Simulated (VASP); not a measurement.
VASP ran on this input.

INCAR:
```
ALGO = Normal
EDIFF = 1E-6
ENCUT = 520
GGA = PE
ISIF = 2
ISMEAR = -5
LASPH = .True.
LCHARG = .False.
LREAL = .False.
LWAVE = .False.
NELM = 100
PREC = Accurate
SYSTEM = KF
```

### KPOINTS
```
Automatic mesh
0
Gamma
8 8 8
0 0 0
```

**POSCAR**
```
KF
1
    0.0000000000     2.7285000000     2.7285000000
    2.7285000000     0.0000000000     2.7285000000
    2.7285000000     2.7285000000     0.0000000000
K F
1 1
Direct
  0.0000000000   0.0000000000   0.0000000000
  0.5000000000   0.5000000000   0.5000000000
```

POTCAR, in this order: K_sv F (PBE.64 set). Program: vasp_std.

### Question
Translate this PBE calculation to Quantum ESPRESSO's pw.x.

### Answer
One equivalent input (not run):
```
&CONTROL
  calculation = 'scf'
  pseudo_dir = './pseudo'
  outdir = './out'
  tprnfor = .true.
  tstress = .true.
/
&SYSTEM
  ibrav = 0
  nat = 2
  ntyp = 2
  ecutwfc = 84
  occupations = 'tetrahedra'
  input_dft = 'pbe'
/
&ELECTRONS
  conv_thr = 7.3e-08
  electron_maxstep = 100
/
ATOMIC_SPECIES
  K 39.098 K.upf
  F 18.998 F.upf
CELL_PARAMETERS angstrom
     0.0000000    2.7285000    2.7285000
     2.7285000    0.0000000    2.7285000
     2.7285000    2.7285000    0.0000000
ATOMIC_POSITIONS crystal
  K    0.0000000  0.0000000  0.0000000
  F    0.5000000  0.5000000  0.5000000
K_POINTS automatic
  8 8 8 0 0 0
```
Limits of the translation: the potentials are each code's own (VASP's PAW set, PseudoDojo norm-conserving files in pw.x), so ENCUT and ecutwfc are chosen apart and not converted; conv_thr bounds pw.x's estimated SCF error, while EDIFF bounds the energy change between steps.

The compound is KF in the rock salt structure. The cell was not relaxed at this level. The run is one of a series of settings (ISMEAR = -5, SIGMA removed against the base run), some of them coarse on purpose.
